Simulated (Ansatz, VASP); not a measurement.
# One calculation of Ga2GeO3, two programs

```xyz
6
Lattice="3.1213 0.0000 0.0000 0.0000 3.1213 0.0000 0.0000 0.0000 11.2420" Properties=species:S:1:pos:R:3 pbc="T T T"
Ga    0.0000    0.0000    4.4201
Ga    0.0000    0.0000    6.8219
Ge    1.5607    1.5607    0.0000
O     0.0000    0.0000    0.0000
O     0.0000    0.0000    8.4965
O     0.0000    0.0000    2.7455
```

Alike in both runs: functional PBE; k mesh 6 × 6 × 2; occupations gaussian, width 0.1 eV; no spin polarisation.

Ansatz relaxed the structure, and its values are those at the end. VASP's run is a single point on that final structure, the one shown.

|  | VASP | Ansatz |
| --- | --- | --- |
| version | VASP 6.6.1 | Ansatz 0.2.0 |
| potentials or method | VASP PAW PBE potentials, release 64 (Ga_d, Ge_d, O) | scalar-relativistic, plane waves, PAW |
| plane-wave cutoff (eV) | 520 | 420 |
| valence electrons in the cell | 58 | 58 |

```csv
,VASP,Ansatz,Ansatz less VASP
gap on the k mesh at the Fermi level (eV),none,none,-
pressure (GPa),0.2,0.1,-0.02
rms of the force components (eV/Å),0.006,0.005,-0.0016
```

A gap of «none» marks a metal or a gap that the smearing closes.
